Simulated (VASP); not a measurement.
Input:

```
CELL_PARAMETERS angstrom
      0.00000     2.13788     2.13788
      2.13788     0.00000     2.13788
      2.13788     2.13788     0.00000
ATOMIC_POSITIONS crystal
  Ti 0.00000 0.00000 0.00000
  N  0.50000 0.50000 0.50000
```

Calculation: RPBE GGA, VASP's PBE PAW potentials (set 64) (plane waves; VASP 6.6.1). Run with 520 eV cut-off, Gaussian smearing of 0.050 eV, potentials Ti_sv N.

Problem. Give the energies of bands 6 to 11 at the high-symmetry points, in eV from the Fermi level.

Solution. 
```tsv
band	Γ	X	U	L	W
6	-2.04	-5.81	-5.74	-7.95	-5.42
7	-2.04	-3.23	-5.68	-5.38	-5.42
8	-2.04	-3.23	-4.41	-5.38	-5.28
9	-0.60	-2.96	-0.47	1.60	0.88
10	-0.60	1.56	1.89	1.60	0.88
11	-0.60	2.27	2.21	2.25	2.28
```

It has no gap at this level: it comes out as a metal or semimetal.

The compound is TiN in the rock salt structure. It was relaxed first. The electron count is odd and the run is not spin-polarised, which forces a metal.
